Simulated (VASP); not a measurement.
The system is Zr3MoC.

```xyz
5
Lattice="4.9425 0.0000 0.0000 0.0000 4.9425 0.0000 0.0000 0.0000 4.9425" Properties=species:S:1:pos:R:3 pbc="T T T"
Zr    2.4713    0.0000    0.0000
Zr    0.0000    2.4713    0.0000
Zr    0.0000    0.0000    2.4713
Mo    0.0000    0.0000    0.0000
C     2.4713    2.4713    2.4713
```

The cell was built by a generator and needn't be a form met in nature.

| Item | Value |
| --- | --- |
| Program | VASP 6.6.1 |
| Task | relaxation of cell and atoms |
| Functional | revPBE |
| Potentials or basis | VASP PAW PBE potentials, release 64 (Zr_sv, Mo_sv, C) |
| Cutoff | 600 eV |
| k mesh | 5 × 5 × 5 |
| Occupations | fermi-dirac, width 0.05 eV |
| Spin | no spin polarisation |

At the start: pressure 2.3 GPa; volume 24.15 Å³/atom.

Task: How do energy, volume and symmetry change on relaxing?

Result: Over 3 steps the energy falls by 5.0 meV/atom and the volume is 24.87 Å³/atom (+3.0 %); space group Pm-3m (No. 221, to 0.05 Å).

Step by step:
```
step  energy change (eV)  largest force (eV/Å)  pressure (GPa)  volume (Å³)
   1              0.0000                0.0000            2.27       120.74
   2             -0.0142                0.0000           -1.39       126.81
   3             -0.0249                0.0000            0.00       124.35
```

Final structure:
```xyz
5
Lattice="4.9914 0.0000 0.0000 0.0000 4.9914 0.0000 0.0000 0.0000 4.9914" Properties=species:S:1:pos:R:3 pbc="T T T"
Zr    2.4957    0.0000    0.0000
Zr    0.0000    2.4957    0.0000
Zr    0.0000    0.0000    2.4957
Mo    0.0000    0.0000    0.0000
C     2.4957    2.4957    2.4957
```

Caveat: the PAW data sets were made with another functional, which shifts forces and pressure a little.
